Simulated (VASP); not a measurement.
Given:

```xyz
2
Lattice="2.7762 0.0000 0.0000 0.0000 2.7762 0.0000 0.0000 0.0000 4.0164" Properties=species:S:1:pos:R:3 pbc="T T T"
Ti     1.3881     1.3881     2.0082
Al     0.0000     0.0000     0.0000
```

Computed with PBE GGA, VASP's PBE PAW potentials (set 64) (plane waves; VASP). Settings: 300 eV cut-off, 12×12×8 Γ-centred mesh, Fermi-Dirac smearing of 0.10 eV, potentials Ti_sv Al.

At this cut-off the stress carries a Pulay error, which pulls relaxed volumes low. Energy and stress use the plane-wave basis of the starting cell.

Problem. The ions, cell shape and volume are relaxed. What does this cell relax into?

Solution. 
```xyz
2
Lattice="2.8254 0.0000 0.0000 0.0000 2.8254 0.0000 0.0000 0.0000 4.0602" Properties=species:S:1:pos:R:3 pbc="T T T"
Ti     1.4127     1.4127     2.0301
Al     0.0000     0.0000     0.0000
```
Space group P4/mmm (123), at a tolerance of 0.03 Å.

Problem. How do energy and volume change from the first to the last step?

Solution. The energy (σ→0) changes by -12.7 meV/atom and the volume by +4.7 %, in 7 ionic steps.

```
step  E(σ→0) (eV)  max force (eV/Å)  pressure (GPa)  volume (Å³)
----  -----------  ----------------  --------------  -----------
1        -12.3467             0.000            5.86        30.96
2        -12.3578             0.000           -3.72        33.56
3        -12.3719             0.000           -0.04        32.44
4        -12.3719             0.000            0.08        32.41
5        -12.3720             0.000            0.09        32.41
6        -12.3721             0.000            0.09        32.41
7        -12.3721             0.000            0.09        32.41
```

The structure comes from a computed database's TiAl entry; how it stands against other phases isn't given here. This run relaxes it. Symmetry was kept, so distortions that lower it aren't found. The run is one of a series of settings (EDIFFG = -0.01, IBRION = 2, ISIF = 3, NSW = 50 against the base run), some of them coarse on purpose. The electron count is odd and the run is not spin-polarised, which forces a metal.
